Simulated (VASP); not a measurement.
An input for Quantum ESPRESSO's pw.x (written as the equivalent of a VASP run, and not itself run):

```
&CONTROL
  calculation = 'scf'
  pseudo_dir = './pseudo'
  outdir = './out'
  tprnfor = .true.
  tstress = .true.
/
&SYSTEM
  ibrav = 0
  nat = 3
  ntyp = 2
  ecutwfc = 84
  occupations = 'tetrahedra'
  input_dft = 'pbesol'
/
&ELECTRONS
  conv_thr = 7.3e-09
  electron_maxstep = 100
/
ATOMIC_SPECIES
  Ti 47.867 Ti.upf
  B 10.810 B.upf
CELL_PARAMETERS angstrom
    -1.5823557    1.5823557    2.9824867
     1.5823557   -1.5823557    2.9824867
     1.5823557    1.5823557   -2.9824867
ATOMIC_POSITIONS crystal
  Ti   0.0000000  0.0000000  0.0000000
  B    0.3678163  0.3678163  0.0000000
  B    0.6321837  0.6321837  0.0000000
K_POINTS automatic
  15 15 15 0 0 0
```

Question: Write the VASP files for the same calculation (PBEsol).

Answer: Several could match; the one computed here: 
INCAR:
```
SYSTEM  =  TiB2
NEDOS  =  601   ! DOS grid
LREAL  =  .FALSE.
ISMEAR  =  -5   ! tetrahedra, Bloechl
LORBIT  =  11
ISIF  =  2
LASPH  =  .TRUE.
LMAXMIX  =  4   ! l cut-off of mixed one-centre charges
NELM  =  100   ! most electronic steps
ENCUT  =  520   ! plane-wave cut-off (eV)
GGA  =  PS   ! PBEsol
ALGO  =  Normal
LEFG  =  .TRUE.
EDIFF  =  1E-7   ! SCF stop (eV)
LCHARG  =  .TRUE.
LWAVE  =  .FALSE.
PREC  =  Accurate
```

**KPOINTS**
```
Regular mesh
0
G
15 15 15
```

**POSCAR**
```
TiB2
1
   -1.5823557073     1.5823557073     2.9824867481
    1.5823557073    -1.5823557073     2.9824867481
    1.5823557073     1.5823557073    -2.9824867481
Ti B
1 2
Direct
  0.0000000000   0.0000000000   0.0000000000
  0.3678163362   0.3678163362   0.0000000000
  0.6321836638   0.6321836638   0.0000000000
```

POTCAR, in this order: Ti_sv B (PBE.64 set). Program: vasp_std.

Limits of the translation: the potentials are each code's own (VASP's PAW set, PseudoDojo norm-conserving files in pw.x), so ENCUT and ecutwfc are chosen apart and not converted; conv_thr bounds pw.x's estimated SCF error, while EDIFF bounds the energy change between steps; the field gradients of LEFG aren't asked of the other code.

The structure was generated: TiB2 was put into the MoSi2 type (I4/mmm), which need not be its known phase. It was relaxed first, which changed the volume by +7 %.
